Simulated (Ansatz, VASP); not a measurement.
**Cross-check of Re (Rhenium) between VASP and Ansatz**

Aim: how closely do two programs agree when they are given the same cell, functional and k mesh? The cell is taken from a series of runs on this material, whose earlier steps may have relaxed, scaled, displaced or heated it; both programs get it as it stands.

Calculated with Ansatz 0.2.0; plane waves, with VASP 6.6.1 beside it; zone-centre phonons at LDA.

### 1. Set-up

It takes space group P6_3/mmc (No. 194, hexagonal). The conventional cell has a = 2.628 Å, b = 2.628 Å, c = 4.532 Å, α = 90.00°, β = 90.00°, γ = 120.00°. Nearest to Re lie 12 Re at 2.63 to 2.73 Å.

As a file:

```cif
data_structure
_symmetry_space_group_name_H-M 'P6_3/mmc'
_symmetry_Int_Tables_number 194
_cell_length_a 2.6280
_cell_length_b 2.6280
_cell_length_c 4.5315
_cell_angle_alpha 90.000
_cell_angle_beta 90.000
_cell_angle_gamma 120.000
_cell_volume 27.10
loop_
_atom_site_label
_atom_site_type_symbol
_atom_site_symmetry_multiplicity
_atom_site_Wyckoff_symbol
_atom_site_fract_x
_atom_site_fract_y
_atom_site_fract_z
_atom_site_occupancy
Re1 Re 2 c 0.33333 0.66667 0.25000 1
```

### 2. Ansatz: zone-centre phonons, LDA

Ansatz runs on its PAW soft_1 files.

Second derivatives magnify differences that forces hide, and they need a tight electronic threshold.

input.yaml

```yaml
crystal:
  lattice:
    - [2.6280442768, 0.0, 0.0]
    - [-1.3140221384, 2.275953106, 0.0]
    - [0.0, 0.0, 4.5315482493]
  atoms:
    - { symbol: Re, position: [0.3333333333, 0.6666666667, 0.25] }
    - { symbol: Re, position: [0.6666666667, 0.3333333333, 0.75] }
kpoints:
  mp_grid: { grid: [18, 18, 12] }
hamiltonian:
  xc: lda
  pseudopotentials: { kind: paw, azcp: { folder: soft_1 }, xc_functional: pbe }
scf:
  occupations: { method: methfessel_paxton, width: 0.2 }
output:
  eigenvalues: true
phonons:
  method: dfpt
```

Started as:

```
ansatz run input.yaml --threads 4 --pin off --max-ram 10240MiB --backend cpu --events-out ev --progress --plain --runs-dir out
```

Numbers of over 12 decimals in the logs are rounded to 6 here.

Output:

```text
zone centre: on kpoints.mp_grid the ground state, and the responses unless they are solved on pairs of k-points, stand on 637 of the mesh's 3888 k-points, reduced under 4 symmetry operations, with k and −k counted as one. Each operation leaves every solved displacement unchanged or reverses it
Engine: ansatz 0.2.0, x86_64-unknown-linux-gnu
Pseudopotentials: kind: paw
Pseudopotential: Re, paw, valence charge 15, recommended cutoff 420 eV (normal), soft_1/Re.paw.azcp
Functional definition: SPW92
  exchange = slater_x
  correlation = pw_c
Crystal: 2 atoms, lattice volume = 27.105 Å³
Basis set: ecut = 420 eV, 549 PW (Γ), exchange–correlation on 36×36×64 points (8 copies of the dense FFT grid, shifted against one another)
Bands: 19, of which v1, the nominal top of the filled ones, is band 15 counted from 1 (14 counted from 0)
Symmetry: 24 space group operations
k-points: 637 of 3888 (irreducible under 4 space group operations, time reversal used)
Non-local potential: Re, projectors of the file, l = 0: 3, l = 1: 2, l = 2: 2, l = 3: 1
PAW form: soft (Blöchl's): semilocal exchange-correlation on the pseudo side does not see the compensation charge
PAW frozen core: Re, regenerated for the run's functional, and the local potential with it (the file was generated under x = pbe(κ = 0.804, μ = 0.219515), c = pbe(β = 0.066725))
PAW one-centre angular grid: Re, 590 points (default); XC on 64 Gauss nodes
Initial density: superposition of atomic densities (chi_scale 0.1, normalization cell)
Initial wavefunctions: pseudopotential atomic-orbital guess
Functional: x = slater, c = lda
SCF iter   1: F=—  HF=-21217.232465 eV  |F-HF|=—  |Δ(HF+E_count)|=         —  Δρ=5.97e-2  dr2=8.05e-1  ethr=3.10e-3  ⟨swp⟩=4.8  Hψ=48923  notcnv=0
preconditioner: auto → Kerker (q_TF=auto, 2.775 Å⁻¹)  [metal: Δε(μ)=0.020 eV  Ē_g=7.002 eV  σ=0.200 eV  W_gap=0.08  n_scr=10 (ndim 8)  ℏωp=26.7 eV  f_vac=0.000  D(μ)=1.53/eV (n_scr^D=22)]
SCF iter   2: F=—  HF=-21216.989334 eV  |F-HF|=—  |Δ(HF+E_count)|=   2.43e-1  S|Δr|=    0.00e0  Δρ=3.38e-2  dr2=2.47e-1  ethr=2.68e-3  ⟨swp⟩=2.0  Hψ=19464  notcnv=0  defer=16
SCF iter   3: F=—  HF=-21216.887551 eV  |F-HF|=—  |Δ(HF+E_count)|=   1.02e-1  S|Δr|=    0.00e0  Δρ=2.76e-3  dr2=7.19e-4  ethr=8.23e-4  ⟨swp⟩=3.0  Hψ=23559  notcnv=0  defer=16
SCF iter   4: F=—  HF=-21216.887619 eV  |F-HF|=—  |Δ(HF+E_count)|=   6.74e-5  S|Δr|=    0.00e0  Δρ=3.00e-4  dr2=1.49e-5  ethr=2.40e-6  ⟨swp⟩=2.2  Hψ=20135  notcnv=0  defer=16
SCF iter   5: F=—  HF=-21216.887616 eV  |F-HF|=—  |Δ(HF+E_count)|=   3.39e-6  S|Δr|=    0.00e0  Δρ=5.80e-5  dr2=5.46e-7  ethr=4.96e-8  ⟨swp⟩=2.1  Hψ=16357  notcnv=0  defer=16
SCF iter   6: F=—  HF=-21216.887615 eV  |F-HF|=—  |Δ(HF+E_count)|=   3.88e-8  S|Δr|=    0.00e0  Δρ=7.33e-6  dr2=1.15e-8  ethr=1.82e-9  ⟨swp⟩=2.1  Hψ=16433  notcnv=0  defer=16
SCF iter   7: F=—  HF=-21216.887615 eV  |F-HF|=—  |Δ(HF+E_count)|=   3.73e-9  S|Δr|=    0.00e0  Δρ=1.33e-6  dr2=3.86e-10  ethr=3.85e-11  ⟨swp⟩=2.6  Hψ=21067  notcnv=0  defer=16
SCF iter   8: F=-21216.887615 eV  HF=-21216.887615 eV  |F-HF|=1.82e-11  |Δ(HF+E_count)|=  1.20e-10  S|Δr|=    0.00e0  Δρ=2.40e-7  dr2=8.26e-12  ethr=1.00e-12  ⟨swp⟩=4.1  Hψ=59500  notcnv=0
SCF 1 converged in 8 iterations: F = -21216.887615 eV  dr2 = 8.26e-12
  greatest PAW one-centre occupation: 0.999 electrons in one spin orbital (limit 2), on the Re atom at site 1 (counted from 0), in its partial waves of l = 0
DFPT response loops at Γ: preconditioner auto → Kerker (q_TF=auto, 2.775 Å⁻¹) (partly filled bands, converged f_vac=0.000); β = 1.00, the filter's whole step (`scf.mixing.beta` (0.50) is not read by the response loops under this deck's `scf.mixing.preconditioner`; to damp them name `kerker` or `kerker_dos`, under which they read `scf.mixing.beta`, and type it under 1.00, their step now; both keys bind the ground state too); Broyden in place of MSR1
SCF converged after 8 iterations
Stability not checked: this state was not tested for a lower state beside it, because cold or Methfessel-Paxton smearing, or corrected tetrahedra, fill the levels in a way that the test cannot read (fill_not_monotonic; see scf.lower_state_search)
Free energy (F): -21216.887615 eV
Harris-Foulkes:  -21216.887615 eV  (|F-HF|=1.82e-11)
Internal energy: -21216.887386 eV  (E = F + TS)
E sigma→0 (E₀):  -21216.887558 eV
Entropy (-TS):   -0.000229 eV (-0.115 meV/atom)
Fermi energy:    26.167390 eV
--- Per-component energies (eV) ---
  E_band       = -84.371065
  E_kinetic    = 1058.546250
  E_local      = -1424.253978  (includes V_loc(G=0)·N_el)
  E_nonlocal   = 172.793324
  E_hartree    = 505.054560
  E_xc         = -712.371634
  E_vxc        = -586.274683  (∫ρ·V_xc dr)
  E_paw        = -16894.119013  (= ΣΔE_a)
  E_vpaw       = -315.291255  (= ΣTr[D̂ρ^β])
  E_aug_tail   = 0.000111  (compensation charges beyond the density's cutoff)
  E_ewald      = -3923.175346
  E_core_change = 0.638340  (= ΣΔE_core)
  E_smearing   = -0.000229  (= −TS)
  E_closure    = -0.000000  (closes the sum)
  Σ components = -21216.887615   (vs F -21216.887615, Δ=0.00e0)
--- Band table (eV; the first three rows and the last of 637) ---
  k-point 0: bands = [... 11 lower, 24.3537, 24.3537, 25.1012, 25.1012, 26.2513, 26.9056, 26.9056, 29.8653]
  k-point 1: bands = [... 11 lower, 24.3334, 24.3334, 25.0626, 25.0626, 26.0175, 26.9959, 26.9959, 29.8607]
  k-point 2: bands = [... 11 lower, 24.2875, 24.2875, 24.9563, 24.9563, 25.4146, 27.2473, 27.2473, 29.8333]
  k-point 636: bands = [... 11 lower, 22.3991, 23.8281, 23.8281, 25.7732, 25.7732, 30.3787, 30.3787, 33.5542]
--- Phonons (Γ-DFPT): 2 representative perturbations + reference, on 637 of 3888 k-points (Σ response iterations 5) ---
  k mesh reduced under 4 symmetry operations, with k and −k counted as one. Each operation leaves every solved displacement unchanged or reverses it
  ASR residual: 2.073e-4 → 0.000e0 eV/Å²; symmetrization residual: 2.283e-13 eV/Å²
  ASR residual per site (eV/Å²): 2.07e-4 2.07e-4
  Γ frequencies (cm⁻¹): 0.00 0.00 0.00 127.13 133.10 133.10
  non-analytic LO–TO correction: not included (Born effective charges unavailable; polar crystals: no LO–TO splitting at Γ)
```

### 3. VASP: zone-centre phonons, LDA

The same cell, functional (in two slightly different forms), mesh and smearing now go to VASP, with its own data sets.

Lines of VASP's logs that name or quote its potential files are left out, and so is its time.

INCAR

```
SYSTEM = Re
PREC = Accurate
ENCUT = 600
EDIFF = 1E-08
NELM = 120
ISMEAR = 1
SIGMA = 0.2
LREAL = .FALSE.
ALGO = Normal
GGA = PW92
NBANDS = 13
LASPH = .TRUE.
LORBIT = 11
LWAVE = .FALSE.
LCHARG = .FALSE.
ISIF = 2
IBRION = 8
GGA_COMPAT = .FALSE.
KPAR = 2
```

POSCAR

```
Re
1.0
    2.6280442768      0.0000000000      0.0000000000
   -1.3140221384      2.2759531060      0.0000000000
    0.0000000000      0.0000000000      4.5315482493
Re
2
Direct
    0.3333333334      0.6666666668      0.2500000000
    0.6666666668      0.3333333334      0.7500000000
```

KPOINTS

```
Automatic mesh
0
Gamma
18 18 12
0 0 0
```

The projector-augmented-wave data sets are Re (LDA family, release 64).

Started as:

```
mpirun -np 2 vasp_std
```

Output:

```text
[banner, memory and clock lines left out]
running    2 mpi-ranks, on    1 nodes
 distrk:  each k-point on    1 cores,    2 groups
 distr:  one band on    1 cores,    1 groups

 POSCAR found type information on POSCAR Re
 POSCAR found :  1 types and       2 ions
|                                                                             |
|               ----> ADVICE to this user running VASP <----                  |
|                                                                             |
|     You enforced a specific xc type in the INCAR file but a different       |
|     [... a line on the potential file left out ...]
|     I HOPE YOU KNOW WHAT YOU ARE DOING!                                     |
|                                                                             |

 LDA part: xc-table for (Slater(with rela. corr.)+PW92), standard interpolation
 POSCAR, INCAR and KPOINTS ok, starting setup
 FFT: planning ... GRIDC
 FFT: planning ... GRID_SOFT
 FFT: planning ... GRID
 WAVECAR not read
 entering main loop
       N       E                     dE             d eps       ncg     rms          rms(c)
DAV:   1     0.130221848116E+03    0.13022E+03   -0.64478E+03  7312   0.126E+03
DAV:   2    -0.192538267924E+02   -0.14948E+03   -0.13235E+03 10496   0.460E+02
DAV:   3    -0.283671225091E+02   -0.91133E+01   -0.78848E+01 11218   0.152E+02
DAV:   4    -0.285664845055E+02   -0.19936E+00   -0.19373E+00 11061   0.132E+01
DAV:   5    -0.285676736593E+02   -0.11892E-02   -0.11885E-02 10980   0.169E+00    0.495E+01
DAV:   6    -0.275938754163E+02    0.97380E+00   -0.67407E-01 11445   0.137E+01    0.230E+01
DAV:   7    -0.272400337055E+02    0.35384E+00   -0.54631E-01 11508   0.119E+01    0.563E-01
DAV:   8    -0.272321093340E+02    0.79244E-02   -0.46001E-03 10555   0.665E-01    0.156E-01
DAV:   9    -0.272309216261E+02    0.11877E-02   -0.60495E-04  9962   0.256E-01    0.427E-02
DAV:  10    -0.272309346915E+02   -0.13065E-04   -0.45069E-05 11049   0.607E-02    0.243E-02
DAV:  11    -0.272309346204E+02    0.71095E-07   -0.68317E-07 11207   0.125E-02    0.184E-03
DAV:  12    -0.272309346004E+02    0.20028E-07   -0.22009E-08  7287   0.211E-03    0.931E-04
DAV:  13    -0.272309346018E+02   -0.14163E-08   -0.68742E-09  5847   0.220E-03
   1 F= -.27230935E+02 E0= -.27230881E+02  d E =-.159549E-03
 Linear response reoptimize wavefunctions to high precision
DAV:   1    -0.272309346012E+02    0.65097E-09   -0.73019E-09  9785   0.131E-03
DAV:   2    -0.272309346012E+02   -0.90949E-11   -0.43064E-11  5277   0.111E-04
 Linear response DOF=           2
 Linear response progress:
  Degree of freedom:   1/  2
       N       E                     dE             d eps       ncg     rms          rms(c)
RMM:   1    -0.905583612594E-01   -0.90558E-01    0.37308E-02 30770   0.231E+01
RMM:   2    -0.143348118734E+00   -0.52790E-01   -0.55434E-02 51625   0.209E+00    0.125E-01
RMM:   3    -0.143082651871E+00    0.26547E-03   -0.31453E-03 56354   0.402E-01    0.877E-02
RMM:   4    -0.142328974440E+00    0.75368E-03   -0.93125E-04 52635   0.255E-01    0.241E-02
RMM:   5    -0.142380942395E+00   -0.51968E-04   -0.36258E-05 52849   0.671E-02    0.992E-03
RMM:   6    -0.142396854361E+00   -0.15912E-04   -0.73602E-06 55968   0.214E-02    0.275E-03
RMM:   7    -0.142400256695E+00   -0.34023E-05   -0.46595E-07 56355   0.690E-03    0.666E-04
RMM:   8    -0.142400220261E+00    0.36433E-07   -0.17032E-07 55751   0.184E-03    0.346E-04
RMM:   9    -0.142399745724E+00    0.47454E-06    0.21389E-08 56204   0.670E-04    0.645E-05
RMM:  10    -0.142399838554E+00   -0.92829E-07   -0.44210E-08 58414   0.400E-04    0.162E-05
RMM:  11    -0.142399861304E+00   -0.22750E-07   -0.14505E-08 57961   0.309E-04    0.417E-06
RMM:  12    -0.142399863102E+00   -0.17980E-08   -0.26149E-08 59174   0.282E-04    0.282E-06
 first order change of Fermi-energy  -0.16355E-04
 force on displaced ion       1 direction 1 :  -6.084   0.000   0.000
 Linear response progress:
  Degree of freedom:   2/  2
       N       E                     dE             d eps       ncg     rms          rms(c)
RMM:   1    -0.134468584567E+00   -0.13447E+00    0.48533E-02 10757   0.241E+01
RMM:   2    -0.190518894000E+00   -0.56050E-01   -0.42915E-02 15929   0.233E+00    0.182E-01
RMM:   3    -0.191924104285E+00   -0.14052E-02   -0.13320E-02 18465   0.819E-01    0.105E-01
RMM:   4    -0.191827572652E+00    0.96532E-04   -0.56869E-04 18463   0.184E-01    0.652E-02
RMM:   5    -0.192011315554E+00   -0.18374E-03    0.25286E-04 18601   0.132E-01    0.906E-03
RMM:   6    -0.192057763732E+00   -0.46448E-04   -0.47104E-05 17747   0.369E-02    0.596E-03
RMM:   7    -0.192047148056E+00    0.10616E-04    0.63396E-05 17972   0.146E-02    0.282E-03
RMM:   8    -0.192063648017E+00   -0.16500E-04   -0.22460E-08 18523   0.862E-03    0.791E-04
RMM:   9    -0.192064206523E+00   -0.55851E-06    0.74794E-07 18225   0.325E-03    0.113E-04
RMM:  10    -0.192063846354E+00    0.36017E-06   -0.57972E-06 20016   0.112E-03    0.779E-05
RMM:  11    -0.192063410648E+00    0.43571E-06   -0.76192E-07 18165   0.594E-04    0.101E-05
RMM:  12    -0.192063368192E+00    0.42456E-07   -0.47105E-09 20277   0.361E-04    0.509E-06
RMM:  13    -0.192063427752E+00   -0.59560E-07   -0.10930E-06 20180   0.315E-04    0.218E-06
RMM:  14    -0.192063407970E+00    0.19782E-07   -0.78575E-07 20340   0.302E-04    0.103E-06
RMM:  15    -0.192063420558E+00   -0.12588E-07   -0.92205E-07 18990   0.302E-04    0.587E-07
RMM:  16    -0.192063421630E+00   -0.10720E-08   -0.92431E-07 18450   0.302E-04    0.206E-07
RMM:  17    -0.192063420481E+00    0.11496E-08   -0.92060E-07 16386   0.302E-04    0.842E-08
 first order change of Fermi-energy   0.50896E-04
 force on displaced ion       1 direction 3 :  -0.000  -0.000  -5.247
 Linear response finished
```

Parts of OUTCAR (step 3):

```text
ion  position               nearest neighbor table
   1  0.333  0.667  0.250-   2 2.73   2 2.73   2 2.73   2 2.73   2 2.73   2 2.73
   2  0.667  0.333  0.750-   1 2.73   1 2.73   1 2.73   1 2.73   1 2.73   1 2.73

  LATTYP: Found a hexagonal cell.
 ALAT       =     2.6280442768
 C/A-ratio  =     1.7243043769

 Subroutine GETGRP returns: Found 24 space group operations
 (whereof 12 operations were pure point group operations)

The static configuration has the point symmetry D_3d.
 The point group associated with its full space group is D_6h.

 Found    259 irreducible k-points:

   k-points           NKPTS =    259   k-points in BZ     NKDIM =    259   number of bands    NBANDS=     13

   dimension x,y,z NGX =    24 NGY =   24 NGZ =   36
   dimension x,y,z NGXF=    48 NGYF=   48 NGZF=   72

   ENCUT  =  600.0 eV  44.10 Ry    6.64 a.u.   5.25  5.25  9.05*2*pi/ulx,y,z

   NELECT =      14.0000    total number of electrons

 k-points in reciprocal lattice and weights: Automatic mesh
   0.00000000  0.00000000  0.00000000       0.000
   0.05555556  0.00000000  0.00000000       0.002
   0.11111111  0.00000000  0.00000000       0.002
   0.16666667  0.00000000  0.00000000       0.002
   0.22222222  0.00000000  0.00000000       0.002
   0.27777778 -0.00000000  0.00000000       0.002
   0.33333333  0.00000000  0.00000000       0.002
   0.38888889  0.00000000  0.00000000       0.002
   0.44444444  0.00000000  0.00000000       0.002
[...]
0.33333333  0.27777778  0.50000000       0.003
   0.33333333  0.33333333  0.50000000       0.001

 average (electrostatic) potential at core
       1 -38.1954       2 -38.1954

  Total        7.3489987      7.3489987      0.3662844      0.0000000     -0.0000000      0.0000000
  in kB      434.4063444    434.4063444     21.6514229      0.0000000     -0.0000000      0.0000000
  external PRESSURE =     296.8213706 kB  Pullay stress =       0.0000000 kB

  energy-cutoff  :      600.00
  volume of cell :       27.10
      direct lattice vectors                 reciprocal lattice vectors
     2.628044277  0.000000000  0.000000000     0.380511093  0.219688182  0.000000000
    -1.314022138  2.275953106  0.000000000     0.000000000  0.439376364  0.000000000
     0.000000000  0.000000000  4.531548249     0.000000000  0.000000000  0.220675130

 POSITION                                       TOTAL-FORCE (eV/Angst)
 -----------------------------------------------------------------------------------
      0.00000      1.51730      1.13289         0.000000      0.000000      0.000000
      1.31402      0.75865      3.39866         0.000000     -0.000000      0.000000
 -----------------------------------------------------------------------------------
    total drift:                               -0.000000     -0.000000      0.000000

 Eigenvectors and eigenvalues of the dynamical matrix
 ----------------------------------------------------

   1 f  =    3.996297 THz    25.109473 2PiTHz  133.302110 cm-1    16.527348 meV
             X         Y         Z           dx          dy          dz
      0.000000  1.517302  1.132887    -0.000000    0.707107   -0.000000
      1.314022  0.758651  3.398661     0.000000   -0.707107    0.000000

   2 f  =    3.996297 THz    25.109473 2PiTHz  133.302110 cm-1    16.527348 meV
             X         Y         Z           dx          dy          dz
      0.000000  1.517302  1.132887    -0.707107   -0.000000    0.000000
      1.314022  0.758651  3.398661     0.707107    0.000000    0.000000

   3 f  =    3.711416 THz    23.319515 2PiTHz  123.799515 cm-1    15.349177 meV
             X         Y         Z           dx          dy          dz
      0.000000  1.517302  1.132887     0.000000   -0.000000   -0.707107
      1.314022  0.758651  3.398661    -0.000000    0.000000    0.707107

   4 f/i=    0.000000 THz     0.000000 2PiTHz    0.000001 cm-1     0.000000 meV
             X         Y         Z           dx          dy          dz
      0.000000  1.517302  1.132887     0.056503    0.177242    0.682197
      1.314022  0.758651  3.398661     0.056503    0.177242    0.682197

   5 f/i=    0.000000 THz     0.000000 2PiTHz    0.000002 cm-1     0.000000 meV
             X         Y         Z           dx          dy          dz
      0.000000  1.517302  1.132887    -0.287671   -0.618992    0.184647
      1.314022  0.758651  3.398661    -0.287671   -0.618992    0.184647

   6 f/i=    0.000000 THz     0.000001 2PiTHz    0.000003 cm-1     0.000000 meV
             X         Y         Z           dx          dy          dz
      0.000000  1.517302  1.132887    -0.643469    0.292292   -0.022645
      1.314022  0.758651  3.398661    -0.643469    0.292292   -0.022645

 ELASTIC MODULI CONTR FROM IONIC RELAXATION (kBar)
 Direction    XX          YY          ZZ          XY          YZ          ZX
 --------------------------------------------------------------------------------
 XX         -86.4376     86.4376      0.0000      0.0000      0.0000      0.0000
 YY          86.4376    -86.4376      0.0000     -0.0000      0.0000     -0.0000
 ZZ           0.0000      0.0000      0.0000      0.0000      0.0000      0.0000
 XY           0.0000     -0.0000      0.0000    -86.4376      0.0000      0.0000
 YZ           0.0000      0.0000      0.0000      0.0000      0.0000      0.0000
 ZX           0.0000     -0.0000      0.0000      0.0000      0.0000     -0.0000
 --------------------------------------------------------------------------------
```

### 4. Comparison

Known differences besides the potentials themselves: the data sets hold 30 valence electrons in Ansatz (on its PAW soft_1 files) and 14 in VASP; the cutoff is 420 eV in Ansatz and 600 eV in VASP; VASP's log shows a relativistic correction to its local exchange, Ansatz's none. Total energies have different zeros and are not compared.

The two programs side by side:

```
                  quantity  Ansatz   VASP  difference
     optical mode 1 (cm⁻¹)   127.1  123.8     +2.69 %
optical mode 2 to 3 (cm⁻¹)   133.1  133.3     -0.15 %
```

Modes are paired by rising frequency, not by their patterns, so a pair may set unlike modes beside each other; they are those without the splitting of longitudinal modes.

### 5. What came out

- r.m.s. difference of the optical zone-centre modes, each program's sorted by frequency (zone-centre phonons, LDA): 1.9 cm⁻¹
- difference in optical mode 1 (zone-centre phonons, LDA): +2.7 %

What this shows: The r.m.s. difference of the optical zone-centre modes, each program's sorted by frequency is 1.9 cm⁻¹ (zone-centre phonons, LDA). The data sets hold unlike numbers of valence electrons (30 in Ansatz and 14 in VASP), so part of the differences comes from the potentials. Among the rows given in per cent, the largest difference of the zone-centre phonons, LDA pair is in optical mode 1, +2.7 %. How closely two codes agree says nothing of how well the functional describes the real material.

[Lines on the potential files, build, host, timing and source positions are cut from VASP's logs without a mark.]

[Logs are printed without paths, hosts, clocks, repeated set-up lines and the standing remarks that a program may print on its own settings, such as how far it seeks lower states.]

[Hosts, paths, dates, database ids (printed as entryN), source tags and the programs' standing remarks are cut or masked in the printed files.]
